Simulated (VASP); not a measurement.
CdS (relaxed from the WC structure, space group P-6m2): computed properties

Level of theory: r2SCAN meta-GGA, VASP's PBE PAW potentials (set 64) (plane waves; VASP 6.6.1).

```json
{
 "space_group": "P-6m2 (187)",
 "cell": "a = b = 3.7457 Å, c = 3.4358 Å, α = β = 90.00°, γ = 120.00°",
 "volume_per_atom": "20.87 Å³/atom",
 "band gap (over mesh and band path)": "0.08 eV",
 "smallest direct gap (over mesh and band path)": "0.63 eV",
 "band_edge_character": "indirect, K to L",
 "density": "5.75 g/cm³"
}
```

```cif
data_CdS
_chemical_formula_sum 'Cd1 S1'
_space_group_name_H-M_alt 'P-6m2'
_space_group_IT_number 187
_space_group_name_Hall 'P -6 2'
_cell_length_a 3.74568
_cell_length_b 3.74568
_cell_length_c 3.43578
_cell_angle_alpha 90.000
_cell_angle_beta 90.000
_cell_angle_gamma 120.000
loop_
_atom_site_label
_atom_site_type_symbol
_atom_site_symmetry_multiplicity
_atom_site_Wyckoff_symbol
_atom_site_fract_x
_atom_site_fract_y
_atom_site_fract_z
_atom_site_occupancy
Cd1 Cd 1 a 0.00000 0.00000 0.00000 1
S1 S 1 f 0.66667 0.33333 0.50000 1
```

The structure was generated: CdS was put into the WC type (P-6m2), which need not be its known phase. It was relaxed first, which changed the volume by +10 %. Symmetry was kept, so distortions that lower it aren't found.
